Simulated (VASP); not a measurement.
GaN (zinc blende), at 1.04 of the tabulated volume:

```xyz
2
Lattice="0.0000 2.2897 2.2897 2.2897 0.0000 2.2897 2.2897 2.2897 0.0000" Properties=species:S:1:pos:R:3 pbc="T T T"
Ga     0.0000     0.0000     0.0000
N      1.1449     1.1449     1.1449
```

The lowest empty band near Γ, direction [111], from mBJ (TB09) with spin-orbit coupling in VASP (PAW); its two spin partners are averaged. The gap over the points computed is 2.58 eV, and the next band on that side lies 8.60 eV away at the edge.

Settings: 520 eV cut-off, 11×11×11 Γ-centred mesh, Gaussian smearing of 0.050 eV, potentials Ga_d N.

```csv
distance from the edge in k (1/Å),distance in energy (meV)
0.018,5.9
0.025,11.4
0.035,22.2
0.050,44.9
0.070,86.3
```

**Question.** Fit E(1 + αE) = ħ²k²/2m* (ħ²/2m0 = 3.810 eV Å²) and predict the row at 0.095 1/Å.

**Answer.** Least squares on the energies gives the electron mass m* = 0.208 m0 and α = 0.47 per eV, and so 154.2 meV. The run gave 154.1 meV, -0.1 meV from the fit.

Left out are points under 3 meV from the edge, since the levels carry 0.1 meV, and points farther than half the way to the next band.

The compound is GaN in the zinc blende structure, a metastable form; wurtzite is the usual one. The cell was not relaxed at this level.
